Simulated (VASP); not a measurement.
# ZnB (Pm-3m) in VASP: settings compared

One crystal, ZnB, is run at these levels: AM05, PW91; tasks: band structure.

Program: VASP 6.6.1. These are calculated values, not measurements. Logs are shortened: lines on timing, memory, paths and dates and some standing lists are left out, and cuts for length are marked.

## 1. The structure

It takes space group Pm-3m (No. 221, cubic). The conventional cell has a = 2.807 Å, b = 2.807 Å, c = 2.807 Å, α = 90.00°, β = 90.00°, γ = 90.00°. Zn (site symmetry m-3m) is surrounded by 8 B at 2.43 Å. B (site symmetry m-3m) has 8 Zn at 2.43 Å as nearest neighbours.

The cell was built by a generator and needn't be a form met in nature.

## 2. Band structure, AM05

File INCAR:

```
SYSTEM = ZnB
ALGO = Fast
EDIFF = 1E-6
ENCUT = 520
GGA = AM
ISIF = 2
ISMEAR = -1
LASPH = .True.
LCHARG = .False.
LREAL = .False.
LWAVE = .False.
NBANDS = 14
NELM = 60
PREC = Accurate
SIGMA = 0.05
```

File KPOINTS:

```
k-points
0
Gamma
  9 9 9
  0 0 0
```

File POSCAR:

```
ZnB
1.0
    2.8073700000      0.0000000000      0.0000000000
    0.0000000000      2.8073700000      0.0000000000
    0.0000000000      0.0000000000      2.8073700000
Zn B
1 1
Direct
    0.0000000000      0.0000000000      0.0000000000
    0.5000000000      0.5000000000      0.5000000000
```

File KPOINTS_OPT:

```
path GXMGRX,MR
15
line-mode
reciprocal
 0.0000000000  0.0000000000  0.0000000000  G
 0.0000000000  0.5000000000  0.0000000000  X

 0.0000000000  0.5000000000  0.0000000000  X
 0.5000000000  0.5000000000  0.0000000000  M

 0.5000000000  0.5000000000  0.0000000000  M
 0.0000000000  0.0000000000  0.0000000000  G

 0.0000000000  0.0000000000  0.0000000000  G
 0.5000000000  0.5000000000  0.5000000000  R

 0.5000000000  0.5000000000  0.5000000000  R
 0.0000000000  0.5000000000  0.0000000000  X

 0.5000000000  0.5000000000  0.0000000000  M
 0.5000000000  0.5000000000  0.5000000000  R
```

Potentials or basis: VASP PAW PBE potentials, release 64 (Zn, B).

The run is started by

```sh
> cat potpaw_PBE.64/Zn/POTCAR potpaw_PBE.64/B/POTCAR > POTCAR
> mpirun -np 1 vasp_std > vasp.out
```

OUTCAR:

```text
SYSTEM = ZnB
   EDIFF = 1E-6
   ENCUT = 520
   GGA = AM
   ISIF = 2
   ISMEAR = -1
   LASPH = .True.
   LREAL = .False.
   NELM = 60
   PREC = Accurate

 ion  position               nearest neighbor table
   1  0.000  0.000  0.000-   2 2.43   2 2.43   2 2.43   2 2.43   2 2.43   2 2.43   2 2.43   2 2.43

   2  0.500  0.500  0.500-   1 2.43   1 2.43   1 2.43   1 2.43   1 2.43   1 2.43   1 2.43   1 2.43

  LATTYP: Found a simple cubic cell.
 ALAT       =     2.8073700000

  Lattice vectors:

 A1 = (   2.8073700000,   0.0000000000,   0.0000000000)
 A2 = (   0.0000000000,   2.8073700000,   0.0000000000)
 A3 = (   0.0000000000,   0.0000000000,   2.8073700000)

Analysis of symmetry for initial positions (statically):
=====================================================================
 Subroutine PRICEL returns:
 Original cell was already a primitive cell.

 Routine SETGRP: Setting up the symmetry group for a
 simple cubic supercell.

 Subroutine GETGRP returns: Found 48 space group operations
 (whereof 48 operations were pure point group operations)
 out of a pool of 48 trial point group operations.

The static configuration has the point symmetry O_h .

Analysis of symmetry for dynamics (positions and initial velocities):
=====================================================================
 Subroutine PRICEL returns:
 Original cell was already a primitive cell.

 Routine SETGRP: Setting up the symmetry group for a
 simple cubic supercell.

 Subroutine GETGRP returns: Found 48 space group operations
 (whereof 48 operations were pure point group operations)
 out of a pool of 48 trial point group operations.

The dynamic configuration has the point symmetry O_h .

 Subroutine INISYM returns: Found 48 space group operations
 (whereof 48 operations are pure point group operations),
 and found     1 'primitive' translations

----------------------------------------------------------------------------------------

                                     Primitive cell

  volume of cell :      22.1258

  direct lattice vectors                    reciprocal lattice vectors
     2.807370000  0.000000000  0.000000000     0.356205274  0.000000000  0.000000000
     0.000000000  2.807370000  0.000000000     0.000000000  0.356205274  0.000000000
     0.000000000  0.000000000  2.807370000     0.000000000  0.000000000  0.356205274

  length of vectors
     2.807370000  2.807370000  2.807370000     0.356205274  0.356205274  0.356205274

  position of ions in fractional coordinates (direct lattice)
     0.000000000  0.000000000  0.000000000
     0.500000000  0.500000000  0.500000000

  ion indices of the primitive-cell ions
   primitive index   ion index
                 1           1
                 2           2

----------------------------------------------------------------------------------------

 KPOINTS: k-points

Automatic generation of k-mesh.
 Grid dimensions read from file:
 generate k-points for:    9    9    9

 Generating k-lattice:

  Cartesian coordinates                     Fractional coordinates (reciprocal lattice)
     0.039578364  0.000000000  0.000000000     0.111111111  0.000000000  0.000000000
     0.000000000  0.039578364  0.000000000     0.000000000  0.111111111  0.000000000
     0.000000000  0.000000000  0.039578364     0.000000000  0.000000000  0.111111111

  Length of vectors
     0.039578364  0.039578364  0.039578364

  Shift w.r.t. Gamma in fractional coordinates (k-lattice)
     0.000000000  0.000000000  0.000000000

 Subroutine IBZKPT returns following result:
 ===========================================

 Found     35 irreducible k-points:

 Following reciprocal coordinates:
            Coordinates               Weight
  0.000000  0.000000  0.000000      1.000000
  0.111111  0.000000  0.000000      6.000000
  0.222222  0.000000  0.000000      6.000000
  0.333333  0.000000  0.000000      6.000000
  0.444444  0.000000  0.000000      6.000000
  0.111111  0.111111  0.000000     12.000000
[... 16 lines left out ...]
  0.333333  0.333333  0.111111     24.000000
  0.444444  0.333333  0.111111     48.000000
 [... further k-points ...]
   k-points           NKPTS =     35   k-points in BZ     NKDIM =     35   number of bands    NBANDS=     14
   number of dos      NEDOS =    301   number of ions     NIONS =      2
   total plane-waves  NPLWV =  13824
   dimension x,y,z NGX =    24 NGY =   24 NGZ =   24
   dimension x,y,z NGXF=    48 NGYF=   48 NGZF=   48
   ions per type =               1   1
   NGX,Y,Z   is equivalent  to a cutoff of  14.21, 14.21, 14.21 a.u.
   NGXF,Y,Z  is equivalent  to a cutoff of  28.42, 28.42, 28.42 a.u.
 SYSTEM =  ZnB
   PREC   = accura    normal or accurate (medium, high low for compatibility)
   ISTART =      0    job   : 0-new  1-cont  2-samecut
   ICHARG =      2    charge: 1-file 2-atom 10-const
   ISPIN  =      1    spin polarized calculation?
   LNONCOLLINEAR =      F non collinear calculations
   LSORBIT =      F    spin-orbit coupling
   LASPH  =      T    aspherical Exc in radial PAW
   ENCUT  =  520.0 eV  38.22 Ry    6.18 a.u.   5.22  5.22  5.22*2*pi/ulx,y,z
   NELM   =     60;   NELMIN=  2; NELMDL= -5     # of ELM steps
   EDIFF  = 0.1E-05   stopping-criterion for ELM
   LREAL  =      F    real-space projection
   EDIFFG = 0.1E-04   stopping-criterion for IOM
   NSW    =      0    number of steps for IOM
   IBRION =     -1    ionic relax: 0-MD 1-quasi-New 2-CG
   NFREE  =      0    steps in history (QN), initial steepest desc. (CG)
   ISIF   =      2    stress and relaxation
   ISYM   =      2    0-nonsym 1-usesym 2-fastsym
   POTIM  = 0.5000    time-step for ionic-motion
   TEBEG  =    0.0;   TEEND  =   0.0 temperature during run
   PSTRESS=    0.0 pullay stress
   NELECT =      15.0000    total number of electrons
   NUPDOWN=      -1.0000    fix difference up-down
   EMIN   =  10.00;   EMAX   =-10.00  energy-range for DOS
   EFERMI =   0.00;   METHOD = LEGACY
   ISMEAR =    -1;   SIGMA  =   0.05  broadening in eV -4-tet -1-fermi 0-gaus
   EFERMI_NEDOS =   21; number of points for ismear=-14 and -15
   IALGO  =     68    algorithm
   IMIX   =      4    mixing-type and parameters
     AMIX     =   0.40;   BMIX     =  1.00
     AMIX_MAG =   1.60;   BMIX_MAG =  1.00
  volume/ion in A,a.u.               =      11.06        74.66
  Fermi-wavevector in a.u.,A,eV,Ry     =   1.438155  2.717718 28.140778  2.068289
  Thomas-Fermi vector in A             =   2.557153
   LORBIT       =      0    0 simple, 1 ext, 2 COOP (PROOUT), +10 PAW based schemes
   GGA     = AM    functional components
   LHFCALC =     F    Hartree Fock is set to
   AEXX    =    0.0000 exact exchange contribution
   IVDW    =     0    specifies the selected vdW correction
   LEPSILON=     F    determine dielectric tensor
   LRPA    =     F    only Hartree local field effects (RPA)
 non-spin polarized calculation
 RMM-DIIS sequential band-by-band and
  energy-cutoff  :      520.00
  volume of cell :       22.13
 maximum number of plane-waves:       619
 NGX is ok and might be reduce to    24
   NGX = 11   NGY = 11   NGZ = 11

 number of electron      15.0000019 magnetization

 Free energy of the ion-electron system (eV)
  ---------------------------------------------------
  ext. energy  EPLUGINS =         0.00000000
  ---------------------------------------------------
  free energy    TOTEN  =        -5.96883764 eV

  energy without entropy =       -5.96018449  energy(sigma->0) =       -5.96451107

 E-fermi :   4.7203     XC(G=0): -12.0332

 val. band max:        4.7002836178   @ k =   0.4444   0.4444   0.0000
 cond. band min:       4.8055795128   @ k =   0.3333   0.2222   0.1111
 fundamental gap:      0.1052958950
 Fermi energy:         4.7202594694

 k-point     1 :       0.0000    0.0000    0.0000
  band No.  band energies     occupation
      1      -8.1826      2.00000
      2      -3.5482      2.00000
      3      -3.5482      2.00000
      4      -2.7051      2.00000
      5      -2.7051      2.00000
      6      -2.7051      2.00000
      7       6.4932      0.00000
      8       6.4932      0.00000
      9       6.4932      0.00000
     10      11.9053      0.00000
     11      14.2447      0.00000
     12      14.2447      0.00000
     13      21.9857      0.00000
     14      21.9857      0.00000

 k-point     2 :       0.1111    0.0000    0.0000
  band No.  band energies     occupation
      1      -7.9635      2.00000
      2      -3.5335      2.00000
      3      -3.5118      2.00000
      4      -2.7518      2.00000
      5      -2.7518      2.00000
      6      -2.7015      2.00000
      7       5.1543      0.00034
      8       6.7180      0.00000
      9       6.7180      0.00000
     10      12.2596      0.00000
     11      14.4111      0.00000
     12      15.3585      0.00000
     13      21.2301      0.00000
     14      21.2301      0.00000

 k-point     3 :       0.2222    0.0000    0.0000
  band No.  band energies     occupation
      1      -7.3160      2.00000
      2      -3.4962      2.00000
      3      -3.4316      2.00000
      4      -2.8659      2.00000
      5      -2.8659      2.00000
      6      -2.6925      2.00000
      7       2.7091      2.00000
      8       7.3420      0.00000
      9       7.3420      0.00000
     10      12.7133      0.00000
     11      14.9098      0.00000
     12      16.8356      0.00000
     13      19.3920      0.00000
     14      19.3920      0.00000
[... 324 lines left out ...]
 k-point    23 :       0.3333    0.3333    0.1111
  band No.  band energies     occupation
      1      -4.7464      2.00000
      2      -3.4463      2.00000
      3      -3.0680      2.00000
      4      -3.0560      2.00000
      5      -2.8183      2.00000
      6      -2.4891      2.00000
      7       1.6417      2.00000
      8       3.0671      2.00000
      9       8.0956      0.00000
     10       8.7118      0.00000
     11      14.4333      0.00000
     12      15.9491      0.00000
     13      18.8964      0.00000
     14      21.7077      0.00000

 k-point    24 :       0.4444    0.3333    0.1111
  band No.  band energies     occupation
      1      -4.3670      2.00000
      2      -3.3912      2.00000
      3      -3.1266      2.00000
      4      -3.0368      2.00000
      5      -2.7335      2.00000
      6      -1.5758      2.00000
      7       0.0639      2.00000
      8       3.6735      2.00000
      9       6.8472      0.00000
     10       8.5771      0.00000
     11      14.2693      0.00000
     12      15.5886      0.00000
     13      19.4286      0.00000
     14      21.7325      0.00000

 [... further k-points ...]
[... 5 lines left out ...]
  --------------------------------------------------------------------------------------
  -------------------------------------------------------------------------------------
  Total       -0.7238000     -0.7238000     -0.7238000     -0.0000000     -0.0000000      0.0000000
  in kB      -52.4119387    -52.4119387    -52.4119387     -0.0000000     -0.0000000      0.0000000
  external PRESSURE =     -52.4119387 kB  Pullay stress =       0.0000000 kB

 VOLUME and BASIS-vectors are now :
 -----------------------------------------------------------------------------
  energy-cutoff  :      520.00
  volume of cell :       22.13
      direct lattice vectors                 reciprocal lattice vectors
     2.807370000  0.000000000  0.000000000     0.356205274  0.000000000  0.000000000
     0.000000000  2.807370000  0.000000000     0.000000000  0.356205274  0.000000000
     0.000000000  0.000000000  2.807370000     0.000000000  0.000000000  0.356205274

 POSITION                                       TOTAL-FORCE (eV/Angst)
 -----------------------------------------------------------------------------------
      0.00000      0.00000      0.00000         0.000000      0.000000      0.000000
      1.40369      1.40369      1.40369         0.000000      0.000000      0.000000
 -----------------------------------------------------------------------------------
    total drift:                                0.000000      0.000000      0.000000

  FREE ENERGIE OF THE ION-ELECTRON SYSTEM (eV)
  ---------------------------------------------------
  free  energy   TOTEN  =        -5.9688376443 eV

  energy  without entropy=       -5.9601844940  energy(sigma->0) =       -5.96451107
```

It took 8.2 s on 1 thread of Intel Xeon 6975P-C (Granite Rapids), shared host; peak memory 0.14 GiB.

What came out:

| Property | Result |
| --- | --- |
| Free energy | -5.9688 eV |
| Pressure | -5.2 GPa |
| Band gap along the path | none (metal or under the smearing width) |

Levels at the corners of the path, in eV from the Fermi level:
```tsv
point	band 5	band 6	band 7	band 8	band 9	band 10	band 11	band 12
Γ	-7.43	-7.43	1.77	1.77	1.77	7.19	9.52	9.52
X	-7.80	-7.40	-6.17	4.31	4.31	9.76	10.11	11.14
X	-7.80	-7.40	-6.17	4.31	4.31	9.76	10.11	11.14
M	-7.17	-4.72	-4.72	-3.02	-0.67	4.88	12.15	12.15
M	-7.17	-4.72	-4.72	-3.02	-0.67	4.88	12.15	12.15
Γ	-7.43	-7.43	1.77	1.77	1.77	7.19	9.52	9.52
Γ	-7.43	-7.43	1.77	1.77	1.77	7.19	9.52	9.52
R	-7.15	-1.74	-0.05	-0.05	-0.05	2.15	2.15	2.15
R	-7.15	-1.74	-0.05	-0.05	-0.05	2.15	2.15	2.15
X	-7.80	-7.40	-6.17	4.31	4.31	9.76	10.11	11.14
M	-7.17	-4.72	-4.72	-3.02	-0.67	4.88	12.15	12.15
R	-7.15	-1.74	-0.05	-0.05	-0.05	2.15	2.15	2.15
```

Caveat: the PAW data sets were made with another functional, which shifts forces and pressure a little.

## 3. Band structure, PW91

Edit INCAR of step 2 so:

```diff
@@ -4,3 +4,3 @@
 ENCUT = 520
-GGA = AM
+GGA = 91
 ISIF = 2
```

KPOINTS is that of step 2.

POSCAR is that of step 2.

KPOINTS_OPT is that of step 2.

Potentials or basis: VASP PAW PBE potentials, release 64 (Zn, B).

The run is started by

```sh
> cat potpaw_PBE.64/Zn/POTCAR potpaw_PBE.64/B/POTCAR > POTCAR
> mpirun -np 1 vasp_std > vasp.out
```

It took 7.1 s on 1 thread of Intel Xeon 6975P-C (Granite Rapids), shared host; peak memory 0.14 GiB.

It converged, with:

```
Free energy             : -5.3350 eV
Pressure                : 1.3 GPa
Band gap along the path : none (metal or under the smearing width)
```

Levels at the corners of the path, in eV from the Fermi level:
```csv
point,band 5,band 6,band 7,band 8,band 9,band 10,band 11,band 12
Γ,-7.47,-7.47,1.77,1.77,1.77,7.05,9.75,9.75
X,-7.83,-7.44,-6.17,4.26,4.26,9.69,10.09,11.22
X,-7.83,-7.44,-6.17,4.26,4.26,9.69,10.09,11.22
M,-7.21,-4.61,-4.61,-3.09,-0.61,4.81,12.18,12.18
M,-7.21,-4.61,-4.61,-3.09,-0.61,4.81,12.18,12.18
Γ,-7.47,-7.47,1.77,1.77,1.77,7.05,9.75,9.75
Γ,-7.47,-7.47,1.77,1.77,1.77,7.05,9.75,9.75
R,-7.20,-1.88,-0.01,-0.01,-0.01,2.30,2.30,2.30
R,-7.20,-1.88,-0.01,-0.01,-0.01,2.30,2.30,2.30
X,-7.83,-7.44,-6.17,4.26,4.26,9.69,10.09,11.22
M,-7.21,-4.61,-4.61,-3.09,-0.61,4.81,12.18,12.18
R,-7.20,-1.88,-0.01,-0.01,-0.01,2.30,2.30,2.30
```

Caveat: the PAW data sets were made with another functional, which shifts forces and pressure a little.

## 4. The reference run

An earlier run on the cell as given: functional PBE; potentials or basis VASP PAW PBE potentials, release 64 (Zn, B); cutoff 520 eV; k mesh 9 × 9 × 9; occupations fermi-dirac, width 0.05 eV; no spin polarisation.

* Pressure: 0.6 GPa
* Band gap on the k mesh: none (metal or under the smearing width)

## 5. Summary

```tsv
task	level	pressure (GPa)
band structure	AM05	-5.2
band structure	PW91	1.3
single point	PBE	0.6
```

Alike in all rows: potentials or basis VASP PAW PBE potentials, release 64 (Zn, B); no spin polarisation; cell as given; k mesh 9 × 9 × 9; cutoff (eV) 520; smearing fermi-dirac 0.05 eV.

The pressure there spans -5.2 GPa (AM05) to 1.3 GPa (PW91); a positive pressure means that this level wants a larger cell, a negative one a smaller.

Caveats: the PAW data sets were made with another functional, which shifts forces and pressure a little (some runs).

Total energies depend on the potentials used, so only differences within one code and one set of settings carry meaning.
